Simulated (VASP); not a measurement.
# NbAs: input slips in a phonon run and what they do, part 3 of 3

Aim: see how common mistakes in a phonon run show up, on NbAs. The starting structure is a measured crystal structure from the Crystallography Open Database.

VASP 6.6.1.

Results so far: reference A1 273.9 cm⁻¹; a cutoff far too low A1 279.4 cm⁻¹.

## (6) Modes with perturbation theory asked for with a meta-GGA

Level of this step: the functional as typed; plane waves and PAW (Nb_sv, As) (VASP).

A slip made on purpose: perturbation theory asked for with a meta-GGA. Against step 2 the input has METAGGA = R2SCAN and no GGA (also changed: NELM).

The input, INCAR:

```
SYSTEM = NbAs
PREC = Accurate
ENCUT = 450
EDIFF = 1E-08
NELM = 60
ISMEAR = 0
SIGMA = 0.05
LREAL = .FALSE.
ALGO = Normal
NBANDS = 24
LASPH = .TRUE.
LORBIT = 11
LWAVE = .FALSE.
LCHARG = .FALSE.
KPAR = 8
IBRION = 8
ISIF = 2
METAGGA = R2SCAN
```

The input, POSCAR:

```
NbAs
1.0
   -3.4196238366      0.0000000000      0.0000000000
    0.0000000000      3.4196238366      0.0000000000
    1.7098119183     -1.7098119183     -5.7669809977
Nb As
2 2
Direct
    0.0012480061      0.5012480061      0.0024960120
    0.2512480061      0.2512480061      0.5024960120
    0.5827519939      0.0827519939      0.1655039880
    0.8327519939      0.8327519939      0.6655039880
```

The input, KPOINTS:

```
Automatic mesh
0
Gamma
10 10 10
0 0 0
```

PAW data sets: Nb_sv and As (LDA family, release 64).

Command:

```console
$ mpirun -np 8 vasp_std
```

The program printed:

```text
[banner, memory and clock lines left out]
running    8 mpi-ranks, on    1 nodes
[...]
[... a notice as in an earlier step ...]

|                                                                             |
|               ----> ADVICE to this user running VASP <----                  |
|                                                                             |
|     You enforced a specific xc type in the INCAR file but a different       |
|     [... a line on the potential file left out ...]
|     I HOPE YOU KNOW WHAT YOU ARE DOING!                                     |
|                                                                             |

 LDA part: xc-table for (None), standard interpolation
 POSCAR, INCAR and KPOINTS ok, starting setup
[...]
entering main loop
       N       E                     dE             d eps       ncg     rms          rms(c)
DAV:   1    -0.443419290868E+03   -0.44342E+03   -0.18227E+04  4896   0.138E+03
DAV:   2    -0.804807088240E+03   -0.36139E+03   -0.35323E+03  6320   0.558E+02
[...]
1 F= -.82190620E+03 E0= -.82190570E+03  d E =-.100127E-02
|                                                                             |
|     EEEEEEE  RRRRRR   RRRRRR   OOOOOOO  RRRRRR      ###     ###     ###     |
|     E        R     R  R     R  O     O  R     R     ###     ###     ###     |
|     E        R     R  R     R  O     O  R     R     ###     ###     ###     |
|     EEEEE    RRRRRR   RRRRRR   O     O  RRRRRR       #       #       #      |
|     E        R   R    R   R    O     O  R   R                               |
|     E        R    R   R    R   O     O  R    R      ###     ###     ###     |
|     EEEEEEE  R     R  R     R  OOOOOOO  R     R     ###     ###     ###     |
|                                                                             |
|     You have switched on METAGGA and linear-response routines. This         |
|     combination is currently not supported. If you have selected            |
|     LEPSILON=.TRUE., you can try using LCALCEPS=.TRUE. instead. In all      |
|     other cases, VASP will stop. SOOO sorry...                              |
|                                                                             |
|       ---->  I REFUSE TO CONTINUE WITH THIS SICK JOB ... BYE!!! <----       |
|                                                                             |

1
1
1
1
1
1
1
1
```

Elapsed: 2.8 min, on 8 MPI ranks of AMD EPYC 7R43, shared host.

VASP stopped with this message: “You have switched on METAGGA and linear-response routines. This combination is currently not supported. If you have selected LEPSILON=.TRUE., you can try using LCALCEPS=.TRUE. instead”.

## (7) Modes with a k mesh far too coarse

A slip made on purpose: a k mesh far too coarse. Against step 2 the input has a 2×2×2 mesh (also changed: NELM and KPAR).

INCAR, as its differences from that of step 6:

```diff
@@ -9,2 +9,3 @@
 ALGO = Normal
+GGA = CA
 NBANDS = 24
@@ -14,5 +15,3 @@
 LCHARG = .FALSE.
-KPAR = 8
 IBRION = 8
 ISIF = 2
-METAGGA = R2SCAN
```

POSCAR is that of step 6.

The input, KPOINTS:

```
Automatic mesh
0
Gamma
2 2 2
0 0 0
```

Command:

```console
$ mpirun -np 8 vasp_std
```

The program printed:

```text
[banner, memory and clock lines left out]
running    8 mpi-ranks, on    1 nodes
[...]
[... a notice as in an earlier step ...]

 LDA part: xc-table for (Slater(with rela. corr.)+CA(PZ))
 , standard interpolation
 POSCAR, INCAR and KPOINTS ok, starting setup
[...]
entering main loop
       N       E                     dE             d eps       ncg     rms          rms(c)
DAV:   1     0.344536531443E+03    0.34454E+03   -0.17583E+04   192   0.133E+03
DAV:   2    -0.725922201376E+01   -0.35180E+03   -0.34440E+03   248   0.538E+02
DAV:   3    -0.357821020537E+02   -0.28523E+02   -0.27797E+02   344   0.110E+02
DAV:   4    -0.377046004615E+02   -0.19225E+01   -0.19063E+01   312   0.256E+01
[...]
DAV:  14    -0.353231621640E+02    0.31541E-07   -0.39400E-07   296   0.400E-03    0.299E-03
DAV:  15    -0.353231620621E+02    0.10192E-06   -0.49291E-07   376   0.496E-03    0.536E-04
DAV:  16    -0.353231620608E+02    0.13156E-08   -0.14641E-08   192   0.946E-04
   1 F= -.35323162E+02 E0= -.35309561E+02  d E =-.272030E-01
[...]
RMM:  13    -0.446742318154E-01   -0.15756E-07   -0.51341E-08   749   0.225E-04    0.209E-05
RMM:  14    -0.446742511623E-01   -0.19347E-07   -0.26345E-08   751   0.130E-04    0.999E-06
RMM:  15    -0.446742561176E-01   -0.49552E-08   -0.16319E-08   749   0.803E-05    0.366E-06
 first order change of Fermi-energy   0.12655E-05
 force on displaced ion       3 direction 2 :  -0.000  -8.679   0.000
 Linear response progress:
  Degree of freedom:   6/  6
       N       E                     dE             d eps       ncg     rms          rms(c)
RMM:   1    -0.647725570744E-01   -0.64773E-01   -0.17770E-02   587   0.102E+00
RMM:   2    -0.566990196360E-01    0.80735E-02   -0.76459E-03   443   0.400E-01    0.138E-01
RMM:   3    -0.570661201684E-01   -0.36710E-03   -0.23734E-03   424   0.243E-01    0.207E-01
RMM:   4    -0.569913876986E-01    0.74732E-04   -0.75405E-04   412   0.156E-01    0.542E-02
[...]
RMM:  15    -0.571812007676E-01   -0.35403E-07    0.10627E-07   625   0.105E-04    0.668E-06
RMM:  16    -0.571812038466E-01   -0.30790E-08    0.14194E-07   615   0.637E-05    0.480E-06
RMM:  17    -0.571812094645E-01   -0.56179E-08    0.43563E-08   605   0.422E-05    0.185E-06
 first order change of Fermi-energy  -0.11145E+00
 force on displaced ion       3 direction 3 :  -0.000   0.000 -14.196
 Linear response finished
```

Run time: 64 s. Hardware: 8 MPI ranks; peak memory 0.76 GiB; 8.4 min of CPU time.

Parts of OUTCAR (step 7):

```text
  Total        0.9439369      0.9439369      2.7666859      0.0000000      0.0000000      0.0000000
  in kB       22.4258222     22.4258222     65.7302440      0.0000000      0.0000000      0.0000000
  external PRESSURE =      36.8606295 kB  Pullay stress =       0.0000000 kB

 POSITION                                       TOTAL-FORCE (eV/Angst)
 -----------------------------------------------------------------------------------
     -0.00000      1.70981     -0.01439        -0.000000      0.000000      0.253411
     -0.00000      0.00000     -2.89788        -0.000000      0.000000      0.253411
     -1.70981     -0.00000     -0.95446         0.000000     -0.000000     -0.253411
     -1.70981      1.70981     -3.83795         0.000000     -0.000000     -0.253411
 -----------------------------------------------------------------------------------
    total drift:                                0.000014     -0.000014     -0.000627

[... 1 part as in an earlier step ...]

[... 1 further part left out ...]
```

With a k mesh far too coarse the modes are at the top A1 269.1, E (3) 256.2 cm⁻¹, at the bottom B1 (1) -209.3, E (1) -211.2 cm⁻¹, with 2 more of the listed ones between; B1 (1), real with the reference, turns imaginary. Imaginary, given as negative numbers: B1 (1) and E (1).

## (8) Comparison

```
                                          run                 ended     A1  E (3)  E (2)  B1 (2)  B1 (1)   E (1)  imaginary modes, each partner counted                method  core minutes
                                    reference             converged  273.9  269.9  257.8   252.9   230.5   151.9                                      0   perturbation theory         146.0
  finite displacements, else as the reference       cut off by time      -      -      -       -       -       -                                      -  finite displacements          85.8
                         a cutoff far too low             converged  279.4  319.8  290.4   452.0   255.0   190.2                                      0   perturbation theory          27.9
      low precision and real-space projectors  finished, not usable      -      -      -       -       -       -                                      -  finite displacements          53.5
perturbation theory asked for with a meta-GGA       stopped by VASP      -      -      -       -       -       -                                      -   perturbation theory          22.1
                      a k mesh far too coarse             converged  269.1  256.2  148.8   251.5  -209.3  -211.2                                      3   perturbation theory          8.53
```

Modes are in cm⁻¹, degenerate ones as one, matched between runs by symmetry and order. A number in brackets counts the listed modes of one symmetry from the lowest. The symmetry labels come from an automatic analysis and can be wrong where levels nearly coincide. Core minutes are wall time times ranks of the run shown, on a shared host.

## (9) What came out

| Quantity | Value |
| --- | --- |
| A1, reference | 273.9 cm⁻¹ |
| E (1), reference | 151.9 cm⁻¹ |
| A1, a cutoff far too low | 279.4 cm⁻¹ |
| E (1), a cutoff far too low | 190.2 cm⁻¹ |
| A1, a k mesh far too coarse | 269.1 cm⁻¹ |
| E (1), a k mesh far too coarse | -211.2 cm⁻¹ |
| run with low precision and real-space projectors | finished, not usable |
| run with perturbation theory asked for with a meta-GGA | stopped by VASP |

In words: VASP stopped by itself in the run with perturbation theory asked for with a meta-GGA. Finished, but so rough that the translations don't all come out near zero: low precision and real-space projectors. Finished, but with signs in the output that stand out against the reference: a cutoff far too low, with modes off by up to +199 cm⁻¹, in B1 (2) (signs: a pressure of -170.4 GPa on the undisplaced cell); a k mesh far too coarse, with B1 (1) turned imaginary, like 1 more of the compared levels (signs: a pressure of 3.7 GPa on the undisplaced cell, forces of up to 0.25 eV/Å on the undisplaced atoms and imaginary modes). Further runs on this material are not shown.

[Lines on the potential files, build, host, timing and source positions are cut from VASP's logs without a mark.]

[Logs are printed without paths, hosts, clocks, repeated set-up lines and the standing remarks that a program may print on its own settings, such as how far it seeks lower states.]

[Hosts, paths, dates, database ids (printed as entryN), source tags and the programs' standing remarks are cut or masked in the printed files.]
